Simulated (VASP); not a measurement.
VASP input:

### INCAR
```
SYSTEM = NaCl
PREC = Accurate
ENCUT = 520
EDIFF = 1E-6
NELM = 60
ALGO = Normal
LREAL = .FALSE.
LASPH = .TRUE.
ISMEAR = 0
SIGMA = 0.05
GGA = PE
LWAVE = .FALSE.
LCHARG = .FALSE.
ISIF = 2
```

**KPOINTS**
```
Automatic mesh
0
Gamma
6 6 6
0 0 0
```

File POSCAR:
```
NaCl
1
    0.0000000000     2.8764000000     2.8764000000
    2.8764000000     0.0000000000     2.8764000000
    2.8764000000     2.8764000000     0.0000000000
Na Cl
1 1
Direct
  0.0000000000   0.0000000000   0.0000000000
  0.5000000000   0.5000000000   0.5000000000
```

POTCAR, in this order: Cl Na_pv (PBE.64 set). Program: vasp_std.

The resulting files:

File standard output:
```
 POSCAR found type information on POSCAR NaCl
 POSCAR found :  2 types and       2 ions
 Reading from existing POTCAR
 Reading from existing POTCAR
 WARNING: type information on POSCAR and POTCAR are incompatible
 POTCAR overwrites the type information in POSCAR
 typ   1 type information:  Na Cl
 WARNING: type information on POSCAR and POTCAR are incompatible
 POTCAR overwrites the type information in POSCAR
 typ   2 type information:  Cl Na
 LDA part: xc-table for (Slater+PW92), standard interpolation
 POSCAR, INCAR and KPOINTS ok, starting setup
 WAVECAR not read
 entering main loop
       N       E                     dE             d eps       ncg     rms          rms(c)
DAV:   1     0.837052982804E+02    0.83705E+02   -0.70448E+03   352   0.122E+03
DAV:   2     0.865664052548E+00   -0.82840E+02   -0.76301E+02   395   0.269E+02
DAV:   3    -0.681966034699E+01   -0.76853E+01   -0.76206E+01   427   0.750E+01
DAV:   4    -0.698262309916E+01   -0.16296E+00   -0.16280E+00   403   0.118E+01
DAV:   5    -0.698625669334E+01   -0.36336E-02   -0.36334E-02   468   0.175E+00    0.214E+00
DAV:   6    -0.678094060063E+01    0.20532E+00   -0.42251E-01   400   0.420E+00    0.160E+00
DAV:   7    -0.676884608300E+01    0.12095E-01   -0.93115E-02   449   0.201E+00    0.108E+00
DAV:   8    -0.677496646885E+01   -0.61204E-02   -0.10661E-02   361   0.107E+00    0.249E-01
DAV:   9    -0.677492412134E+01    0.42348E-04   -0.19841E-04   433   0.137E-01    0.144E-01
DAV:  10    -0.677510516245E+01   -0.18104E-03   -0.38597E-04   355   0.162E-01    0.567E-02
DAV:  11    -0.677509611503E+01    0.90474E-05   -0.19587E-05   418   0.406E-02    0.133E-02
DAV:  12    -0.677509637795E+01   -0.26292E-06   -0.21561E-06   364   0.140E-02
   1 F= -.67750964E+01 E0= -.67750964E+01  d E =-.240735E-16
```

### OUTCAR
```
------------------------ aborting loop because EDIFF is reached ----------------------------------------
  FORCE on cell =-STRESS in cart. coord.  units (eV):
  Direction    XX          YY          ZZ          XY          YZ          ZX
  --------------------------------------------------------------------------------------
  Total       -0.2050822     -0.2050822     -0.2050822     -0.0000000      0.0000000     -0.0000000
  in kB       -6.9033637     -6.9033637     -6.9033637     -0.0000000      0.0000000     -0.0000000
  external PRESSURE =      -6.9033637 kB  Pullay stress =       0.0000000 kB
  volume of cell :       47.60
      direct lattice vectors                 reciprocal lattice vectors
     0.000000000  2.876400000  2.876400000    -0.173828397  0.173828397  0.173828397
     2.876400000  0.000000000  2.876400000     0.173828397 -0.173828397  0.173828397
     2.876400000  2.876400000  0.000000000     0.173828397  0.173828397 -0.173828397
  FREE ENERGIE OF THE ION-ELECTRON SYSTEM (eV)
  ---------------------------------------------------
  free  energy   TOTEN  =        -6.7750963780 eV

  energy  without entropy=       -6.7750963780  energy(sigma->0) =       -6.77509638
```
(Selected blocks of OUTCAR.)

Task: Read input and log: which fault does this run have?
A) ISPIN is misspelt, so the run is not spin-polarised
B) NSW is too small for the relaxation to finish
C) POTCAR lists the elements in another order than POSCAR
D) NBANDS is too small to hold all electrons

Result: C, POTCAR lists the elements in another order than POSCAR. The run ends without an error. Against the sound run, the pressure stays essentially unchanged; the band gap is nearly the same.

To mend it, use POTCAR Na_pv Cl of the PBE.64 set.

The mended run (PBE GGA, plane waves, VASP's PBE PAW potentials (set 64)) converges, and its OSZICAR ends with
```
   1 F= -.67750964E+01 E0= -.67750964E+01  d E =-.240276E-16
```

The compound is NaCl in the rock salt structure. The cell was not relaxed at this level.
